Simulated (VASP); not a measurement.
# HPbNO4 (P1) in VASP: single point with PBE

Aim: the single point of HPbNO4 with PBE.

Program: VASP 6.6.1. These are calculated values, not measurements. Logs are shortened: lines on timing, memory, paths and dates and some standing lists are left out, and cuts for length are marked.

### 1 The crystal as given

The typed cell holds 7 atoms: a = 4.275 Å, b = 5.609 Å, c = 5.670 Å, α = 100.02°, β = 111.92°, γ = 111.82°.

The cell was built by a generator and needn't be a form met in nature.

### 2 Single point, PBE

Input file INCAR:

```
SYSTEM = HPbNO4
PREC = Accurate
ENCUT = 520
EDIFF = 1E-6
ISMEAR = -1
SIGMA = 0.05
LREAL = .False.
LASPH = .True.
NELM = 100
ALGO = Normal
ISIF = 2
LWAVE = .False.
LCHARG = .False.
GGA = PE
NBANDS = 31
```

Input file KPOINTS:

```
regular mesh
0
Gamma
  4 3 3
  0 0 0
```

Input file POSCAR:

```
HPbNO4
1.0
    4.2753100000     -0.0004000000      0.0063600000
   -2.0839900000      5.2077500000     -0.0490700000
   -2.1237700000     -1.8657400000      4.9149100000
H Pb N O
1 1 1 4
Direct
    0.9907300000      0.0333000000      0.9099400000
    0.5027400000      0.8198900000      0.1428700000
    0.0083800000      0.4740800000      0.5026500000
    0.9981600000      0.9274100000      0.0287700000
    0.1946700000      0.7343500000      0.6085200000
    0.8167300000      0.3588200000      0.2455600000
    0.0138100000      0.3312100000      0.6521700000
```

Potentials or basis: VASP PAW PBE potentials, release 64 (H, Pb_d, N, O).

The run is started by

```
cat potpaw_PBE.64/H/POTCAR potpaw_PBE.64/Pb_d/POTCAR potpaw_PBE.64/N/POTCAR potpaw_PBE.64/O/POTCAR > POTCAR
mpirun -np 1 vasp_std > vasp.out
```

OUTCAR:

```text
SYSTEM = HPbNO4
   PREC = Accurate
   ENCUT = 520
   EDIFF = 1E-6
   ISMEAR = -1
   LREAL = .False.
   LASPH = .True.
   NELM = 100
   ISIF = 2
   GGA = PE

 ion  position               nearest neighbor table
   1  0.991  0.033  0.910-   4 0.97
   2  0.503  0.820  0.143-   4 2.34   4 2.34   6 2.66   5 2.68   7 2.89   7 3.02
   3  0.008  0.474  0.503-   7 1.26   5 1.27   6 1.27
   4  0.998  0.927  0.029-   1 0.97   2 2.34   2 2.34
   5  0.195  0.734  0.609-   3 1.27   2 2.68
   6  0.817  0.359  0.246-   3 1.27   2 2.66
   7  0.014  0.331  0.652-   3 1.26   2 2.89   2 3.02

  LATTYP: Found a triclinic cell.
 ALAT       =     8.3024666926
 B/A-ratio  =     0.5149451251
 C/A-ratio  =     0.7116445657
 COS(alpha) =     0.0126066529
 COS(beta)  =     0.3599949201
 COS(gamma) =     0.7788145159

  Lattice vectors:

 A1 = (  -6.4666300000,  -5.2069500000,   0.0363500000)
 A2 = (  -4.2753100000,   0.0004000000,  -0.0063600000)
 A3 = (  -0.0675500000,  -3.3416100000,  -4.8722000000)

Analysis of symmetry for initial positions (statically):
=====================================================================
 Subroutine PRICEL returns:
 Original cell was already a primitive cell.

 Routine SETGRP: Setting up the symmetry group for a
 triclinic supercell.

 Subroutine GETGRP returns: Found  1 space group operations
 (whereof  1 operations were pure point group operations)
 out of a pool of  2 trial point group operations.

The static configuration has the point symmetry C_1 .

Analysis of symmetry for dynamics (positions and initial velocities):
=====================================================================
 Subroutine PRICEL returns:
 Original cell was already a primitive cell.

 Routine SETGRP: Setting up the symmetry group for a
 triclinic supercell.

 Subroutine GETGRP returns: Found  1 space group operations
 (whereof  1 operations were pure point group operations)
 out of a pool of  2 trial point group operations.

The dynamic configuration has the point symmetry C_1 .

 Subroutine INISYM returns: Found  1 space group operations
 (whereof  1 operations are pure point group operations),
 and found     1 'primitive' translations

[... 98 lines left out ...]
   EDIFF  = 0.1E-05   stopping-criterion for ELM
   LREAL  =      F    real-space projection
   EDIFFG = 0.1E-04   stopping-criterion for IOM
   NSW    =      0    number of steps for IOM
   IBRION =     -1    ionic relax: 0-MD 1-quasi-New 2-CG
   NFREE  =      0    steps in history (QN), initial steepest desc. (CG)
   ISIF   =      2    stress and relaxation
   ISYM   =      2    0-nonsym 1-usesym 2-fastsym
   POTIM  = 0.5000    time-step for ionic-motion
   TEBEG  =    0.0;   TEEND  =   0.0 temperature during run
   PSTRESS=    0.0 pullay stress
   NELECT =      44.0000    total number of electrons
   NUPDOWN=      -1.0000    fix difference up-down
   EMIN   =  10.00;   EMAX   =-10.00  energy-range for DOS
   EFERMI =   0.00;   METHOD = LEGACY
   ISMEAR =    -1;   SIGMA  =   0.05  broadening in eV -4-tet -1-fermi 0-gaus
   EFERMI_NEDOS =   21; number of points for ismear=-14 and -15
   IALGO  =     38    algorithm
   IMIX   =      4    mixing-type and parameters
     AMIX     =   0.40;   BMIX     =  1.00
     AMIX_MAG =   1.60;   BMIX_MAG =  1.00
  volume/ion in A,a.u.               =      15.59       105.21
  Fermi-wavevector in a.u.,A,eV,Ry     =   1.209426  2.285484 19.901399  1.462712
  Thomas-Fermi vector in A             =   2.345004
   LORBIT       =      0    0 simple, 1 ext, 2 COOP (PROOUT), +10 PAW based schemes
   GGA     = PE    functional components
   LHFCALC =     F    Hartree Fock is set to
   AEXX    =    0.0000 exact exchange contribution
   IVDW    =     0    specifies the selected vdW correction
   LEPSILON=     F    determine dielectric tensor
   LRPA    =     F    only Hartree local field effects (RPA)
 non-spin polarized calculation
  energy-cutoff  :      520.00
  volume of cell :      109.13
 maximum number of plane-waves:      2952
   NGX = 15   NGY = 21   NGZ = 21

 number of electron      44.0000003 magnetization

 Free energy of the ion-electron system (eV)
  ---------------------------------------------------
  ext. energy  EPLUGINS =         0.00000000
  ---------------------------------------------------
  free energy    TOTEN  =       -40.34949929 eV

  energy without entropy =      -40.34949929  energy(sigma->0) =      -40.34949929

 E-fermi :   1.5143     XC(G=0):  -8.2532

 val. band max:        0.3584346400   @ k =   0.5000  -0.0000  -0.0000
 cond. band min:       3.1944270215   @ k =   0.2500   0.3333   0.3333
 fundamental gap:      2.8359923815
 Fermi energy:         1.5142718673

 k-point     1 :       0.0000    0.0000    0.0000
  band No.  band energies     occupation
      1     -25.7195      2.00000
      2     -20.2189      2.00000
      3     -20.1965      2.00000
      4     -17.3676      2.00000
      5     -14.9286      2.00000
      6     -14.9249      2.00000
[... 635 lines left out ...]
     30      11.0629      0.00000
     31      12.0657      0.00000

------------------------ aborting loop because EDIFF is reached ----------------------------------------

  FORCE on cell =-STRESS in cart. coord.  units (eV):
  Direction    XX          YY          ZZ          XY          YZ          ZX
  --------------------------------------------------------------------------------------
  -------------------------------------------------------------------------------------
  Total       -0.1066330      0.6773245      0.6621298      0.0111449     -0.0764046      0.0202877
  in kB       -1.5655364      9.9441621      9.7210817      0.1636240     -1.1217363      0.2978550
  external PRESSURE =       6.0332358 kB  Pullay stress =       0.0000000 kB

 VOLUME and BASIS-vectors are now :
 -----------------------------------------------------------------------------
  energy-cutoff  :      520.00
  volume of cell :      109.13
      direct lattice vectors                 reciprocal lattice vectors
     4.275310000 -0.000400000  0.006360000     0.233706268  0.094813123  0.136978092
    -2.083990000  5.207750000 -0.049070000    -0.000090720  0.192674001  0.073101424
    -2.123770000 -1.865740000  4.914910000    -0.000303327  0.001800949  0.204015110

 POSITION                                       TOTAL-FORCE (eV/Angst)
 -----------------------------------------------------------------------------------
      2.23378     -1.52469      4.47694         0.000292      0.097754     -0.073050
      0.13730      4.00302      0.66516        -0.000069     -0.018003      0.014293
     -2.01966      1.53107      2.44727        -0.002014     -0.003760     -0.008770
      2.27363      4.77564      0.10224         0.000126     -0.078749      0.057953
     -1.99046      2.68889      2.95602         0.009449      0.350421      0.156020
      2.22248      1.41017      1.19449        -0.009610     -0.036839     -0.375419
     -2.01626      0.50807      3.18919         0.001825     -0.310825      0.228973
 -----------------------------------------------------------------------------------
    total drift:                                0.000069      0.000101     -0.000162

  FREE ENERGIE OF THE ION-ELECTRON SYSTEM (eV)
  ---------------------------------------------------
  free  energy   TOTEN  =       -40.3494992877 eV

  energy  without entropy=      -40.3494992876  energy(sigma->0) =      -40.34949929
```

stdout:

```text
POSCAR found type information on POSCAR H PbN O
 POSCAR found :  4 types and       7 ions
 scaLAPACK will be used
 LDA part: xc-table for (Slater+PW92), standard interpolation
 POSCAR, INCAR and KPOINTS ok, starting setup
 FFT: planning ... GRIDC
 FFT: planning ... GRID_SOFT
 FFT: planning ... GRID
 WAVECAR not read
 entering main loop
```

It took 66 s on 1 thread of AMD EPYC 7R13 (Zen 3), shared host; peak memory 0.23 GiB.

What came out:

- Free energy: -40.3495 eV
- Pressure: 0.6 GPa
- Largest force: 0.386 eV/Å
- Band gap on the k mesh: 2.84 eV, indirect (least direct gap 3.15 eV)

Forces in eV/Å, atoms in the order of the input:
```
H    0.000  0.098 -0.073
Pb   0.000 -0.018  0.014
N   -0.002 -0.004 -0.009
O    0.000 -0.079  0.058
O    0.009  0.350  0.156
O   -0.010 -0.037 -0.375
O    0.002 -0.311  0.229
```

Caveat: the k mesh is coarse (spacing up to 0.45 Å⁻¹), so the values aren't converged; spin-orbit coupling is left out, which as a rule narrows the gap of such compounds by several tenths of an eV; an odd mesh through Γ misses points on the zone boundary, where band edges often lie.
